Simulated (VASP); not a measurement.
Data:

```
CELL_PARAMETERS angstrom
      0.00000     3.50280     3.50280
      3.50280     0.00000     3.50280
      3.50280     3.50280     0.00000
ATOMIC_POSITIONS crystal
  Rb 0.00000 0.00000 0.00000
  Br 0.50000 0.50000 0.50000
```

Method: vdW-DF2, VASP's PBE PAW potentials (set 64) (plane waves; VASP 6.6.1). Settings: 520 eV cut-off, 7×7×7 Γ-centred mesh, tetrahedra with Blöchl corrections, potentials Rb_sv Br.

Q: What does the run give for the energy per atom (σ→0), band gap (on the k-mesh) with the smallest direct gap where there is one?

A: 
```
Item                                              Value
-----------------------------------  ------------------
band gap (on the k-mesh)                        3.80 eV
smallest direct gap (on the k-mesh)             3.80 eV
energy per atom (σ→0)                -129.7 kJ/mol-atom
```

The absolute energy has meaning only against runs of the same code, potentials and settings.

The compound is RbBr in the rock salt structure. It was relaxed first, which changed the volume by +5 %.
